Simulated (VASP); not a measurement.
Output of a VASP run:

OSZICAR:
```
       N       E                     dE             d eps       ncg     rms          rms(c)
DAV:   1     0.868164904501E+02    0.86816E+02   -0.73382E+03   644   0.128E+03
DAV:   2    -0.787710549257E+01   -0.94694E+02   -0.86982E+02   733   0.267E+02
DAV:   3    -0.157904455059E+02   -0.79133E+01   -0.78747E+01   770   0.801E+01
DAV:   4    -0.159524775475E+02   -0.16203E+00   -0.16190E+00   728   0.129E+01
DAV:   5    -0.159565370440E+02   -0.40595E-02   -0.40589E-02   801   0.199E+00    0.227E+00
DAV:   6    -0.137646286044E+02    0.21919E+01   -0.90659E-01   692   0.114E+01    0.277E+00
DAV:   7    -0.135800091274E+02    0.18462E+00   -0.23272E-01   650   0.707E+00    0.694E-01
DAV:   8    -0.139548986434E+02   -0.37489E+00   -0.29170E-01   638   0.581E+00    0.900E-01
DAV:   9    -0.137793314201E+02    0.17557E+00   -0.52061E-02   638   0.308E+00    0.652E-01
DAV:  10    -0.137966662307E+02   -0.17335E-01   -0.29757E-02   644   0.220E+00    0.264E-01
DAV:  11    -0.137834857363E+02    0.13180E-01   -0.98305E-03   638   0.132E+00    0.178E-01
DAV:  12    -0.137826636327E+02    0.82210E-03   -0.10441E-04   818   0.144E-01    0.153E-01
DAV:  13    -0.137905146103E+02   -0.78510E-02   -0.23417E-03   638   0.665E-01    0.838E-02
DAV:  14    -0.137904957136E+02    0.18897E-04   -0.77310E-05   779   0.855E-02    0.286E-02
DAV:  15    -0.137905236632E+02   -0.27950E-04   -0.91089E-06   665   0.439E-02    0.189E-02
DAV:  16    -0.137905475646E+02   -0.23901E-04   -0.10440E-05   671   0.407E-02    0.620E-03
DAV:  17    -0.137905430804E+02    0.44842E-05   -0.63253E-07   689   0.881E-03    0.275E-03
DAV:  18    -0.137905432844E+02   -0.20395E-06   -0.13246E-07   716   0.497E-03    0.166E-03
DAV:  19    -0.137905426252E+02    0.65918E-06   -0.45476E-07   653   0.847E-03    0.607E-04
DAV:  20    -0.137905430243E+02   -0.39906E-06   -0.15089E-08   379   0.165E-03    0.645E-04
DAV:  21    -0.137905428451E+02    0.17916E-06   -0.71414E-09   343   0.895E-04    0.416E-04
DAV:  22    -0.137905431453E+02   -0.30021E-06   -0.51978E-09   337   0.839E-04    0.674E-05
DAV:  23    -0.137905431292E+02    0.16124E-07   -0.12624E-09   337   0.453E-04
   1 F= -.13790543E+02 E0= -.13790543E+02  d E =-.492741E-16
```

### OUTCAR
```
------------------------ aborting loop because EDIFF is reached ----------------------------------------
  FORCE on cell =-STRESS in cart. coord.  units (eV):
  Direction    XX          YY          ZZ          XY          YZ          ZX
  --------------------------------------------------------------------------------------
  Total        0.0335577      0.0335577      0.0335577      0.0000000     -0.0000000      0.0000000
  in kB        1.2366043      1.2366043      1.2366043      0.0000000     -0.0000000      0.0000000
  external PRESSURE =       1.2366043 kB  Pullay stress =       0.0000000 kB
  volume of cell :       43.48
      direct lattice vectors                 reciprocal lattice vectors
     0.000000000  2.790920310  2.790920310    -0.179152374  0.179152374  0.179152374
     2.790920310  0.000000000  2.790920310     0.179152374 -0.179152374  0.179152374
     2.790920310  2.790920310  0.000000000     0.179152374  0.179152374 -0.179152374
  FREE ENERGIE OF THE ION-ELECTRON SYSTEM (eV)
  ---------------------------------------------------
  free  energy   TOTEN  =       -13.7905431292 eV

  energy  without entropy=      -13.7905431292  energy(sigma->0) =      -13.79054313
```
(Selected blocks of OUTCAR.)

File POSCAR:
```
NaCl
1
    0.0000000000     2.7909203104     2.7909203104
    2.7909203104     0.0000000000     2.7909203104
    2.7909203104     2.7909203104     0.0000000000
Na Cl
1 1
Direct
  0.0000000000   0.0000000000   0.0000000000
  0.5000000000   0.5000000000   0.5000000000
```

### Question
Reconstruct the remaining input files.

### Answer
This is not unique; one that fits is the input of the run itself, r2SCAN meta-GGA, plane waves, VASP's PBE PAW potentials (set 64).

### INCAR
```
! general
SYSTEM =NaCl
PREC   =Accurate
ENCUT  =480
LREAL  =.FALSE.
LASPH  =.TRUE.

! electronic loop
EDIFF  =1E-7
NELM   =100
ALGO   =Normal
LMIXTAU=.TRUE.

! smearing
ISMEAR =0
SIGMA  =0.05

! functional
METAGGA=R2SCAN

! ions
ISIF   =2

! output
LWAVE  =.FALSE.
LCHARG =.FALSE.
```

KPOINTS:
```
K-points
0
gamma
  8 8 8
0 0 0
```

POTCAR, in this order: Na_pv Cl (PBE.64 set). Program: vasp_std.

The compound is NaCl in the rock salt structure. It was relaxed first.
